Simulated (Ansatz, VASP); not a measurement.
# Si2B2C in VASP and in Ansatz

```
Si B C
1.0
     3.99762    0.00000    0.00000
    -1.99881    3.46204    0.00000
     0.00000    0.00000    4.10344
Si B C
2 2 1
Direct
  0.33333 0.66667 0.83686
  0.66667 0.33333 0.16314
  0.33333 0.66667 0.34260
  0.66667 0.33333 0.65740
  0.00000 0.00000 0.00000
```

Alike in both runs: task single point; functional PBE; k mesh 6 × 6 × 4; occupations gaussian, width 0.1 eV; no spin polarisation.

|  | VASP | Ansatz |
| --- | --- | --- |
| version | VASP 6.6.1 | Ansatz 0.2.0 |
| potentials or method | VASP PAW PBE potentials, release 64 (Si, B, C) | scalar-relativistic, plane waves, PAW |
| plane-wave cutoff (eV) | 520 | 420 |
| valence electrons in the cell | 18 | 18 |

|  | VASP | Ansatz | Ansatz less VASP |
| --- | --- | --- | --- |
| gap on the k mesh at the Fermi level (eV) | none | none | - |
| pressure (GPa) | -10.8 | -10.8 | +0.02 |
| largest component of the traceless stress (GPa) | 4.78 | 4.81 | +0.026 |
| rms of the force components (eV/Å) | 0.135 | 0.134 | -0.0009 |

Atom by atom the forces differ by 0.001 eV/Å (rms over components). A gap of «none» marks a metal or a gap that the smearing closes.

Caveats: the k mesh is coarse (spacing up to 0.38 Å⁻¹), so the values aren't converged.
